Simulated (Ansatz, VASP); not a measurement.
Si: VASP beside Ansatz

```
CELL_PARAMETERS angstrom
0.00000 2.58186 3.09720
2.58186 0.00000 3.09720
2.58186 2.58186 0.00000
ATOMIC_POSITIONS crystal
Si 0.50000 0.50000 0.50000
Si 0.75000 0.75000 0.75000
```

Alike in both runs: task single point; functional LDA; k mesh 12 × 12 × 12; occupations gaussian, width 0.05 eV; no spin polarisation.

|  | VASP | Ansatz |
| --- | --- | --- |
| version | VASP 6.6.1 | Ansatz 0.2.0 |
| potentials or method | VASP PAW LDA potentials, release 64 (Si) | scalar-relativistic, plane waves, PAW |
| plane-wave cutoff (eV) | 520 | 420 |
| valence electrons in the cell | 8 | 8 |

|  | VASP | Ansatz | Ansatz less VASP |
| --- | --- | --- | --- |
| gap on the k mesh at the Fermi level (eV) | none | none | - |
| pressure (GPa) | -4.8 | -4.9 | -0.04 |
| largest component of the traceless stress (GPa) | 14.17 | 14.17 | -0.003 |

A gap of «none» marks a metal or a gap that the smearing closes. Ansatz warned: «pseudo_functional_mismatch».
